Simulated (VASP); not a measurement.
Consider the following.

```yaml
crystal:
  lattice:
    - [3.15143, 0.00000, 0.00000]
    - [-1.57571, 2.72922, 0.00000]
    - [0.00000, 0.00000, 5.82948]
  atoms:
    - { symbol: Pd, position: [0.33333, 0.66667, 0.00828] }
    - { symbol: Pd, position: [0.66667, 0.33333, 0.50828] }
    - { symbol: C, position: [0.33333, 0.66667, 0.36672] }
    - { symbol: C, position: [0.66667, 0.33333, 0.86672] }
```

These are PBEsol GGA, VASP's PBE PAW potentials (set 64) (plane waves; VASP) values and carry that method's errors. Run with 520 eV cut-off, Gaussian smearing of 0.050 eV, potentials Pd C.

Q: Predict the band gap (along the path) with the smallest direct gap where there is one.

A: 
```yaml
band gap (along the path): none (metal, semimetal or under 0.01 eV)
```

The structure was generated: PdC was put into the wurtzite type (P6_3mc), which need not be its known phase. It was relaxed first, which changed the volume by -18 %.
